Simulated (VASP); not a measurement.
Elastic constants (GPa) of a crystal from PBE GGA, VASP's PBE PAW potentials (set 64) (VASP):

```json
[
 {"": "xx", "xx": "109.8", "yy": "79.7", "zz": "79.7", "yz": "0.0", "xz": "0.0", "xy": "0.0"},
 {"": "yy", "xx": "79.7", "yy": "109.8", "zz": "79.7", "yz": "0.0", "xz": "0.0", "xy": "0.0"},
 {"": "zz", "xx": "79.7", "yy": "79.7", "zz": "109.8", "yz": "0.0", "xz": "0.0", "xy": "0.0"},
 {"": "yz", "xx": "0.0", "yy": "0.0", "zz": "0.0", "yz": "31.8", "xz": "0.0", "xy": "0.0"},
 {"": "xz", "xx": "0.0", "yy": "0.0", "zz": "0.0", "yz": "0.0", "xz": "31.8", "xy": "0.0"},
 {"": "xy", "xx": "0.0", "yy": "0.0", "zz": "0.0", "yz": "0.0", "xz": "0.0", "xy": "31.8"}
]
```

Finite-difference elastic constants of metals are sensitive to mesh and smearing; shear constants can be off by tens of GPa.

Problem. Work out the Voigt, Reuss and Hill moduli, Young's modulus and Poisson's ratio.

Solution. All eigenvalues are positive (smallest 30.1 GPa), so the crystal is stable. K_V = (C11+C22+C33+2(C12+C13+C23))/9 = (329.4 + 2×239.1)/9 = 89.7 GPa; G_V = (329.4 − 239.1 + 3×95.4)/15 = 25.1 GPa. From the compliances, K_R = 89.7 GPa and G_R = 22.0 GPa. Hill: K = 89.7 GPa, G = 23.6 GPa, E = 9KG/(3K+G) = 65.0 GPa, ν = (3K−2G)/(2(3K+G)) = 0.379. K/G = 3.81, above Pugh's 1.75; universal anisotropy A^U = 0.70.

Problem. With a density of 10.09 g/cm³, what are the mean sound speeds?

Solution. v_l = √((K+4G/3)/ρ) = 3.47 km/s and v_t = √(G/ρ) = 1.53 km/s. The crystal is Ag (fcc), cubic.

The compound is Ag in the fcc structure. It was relaxed first.
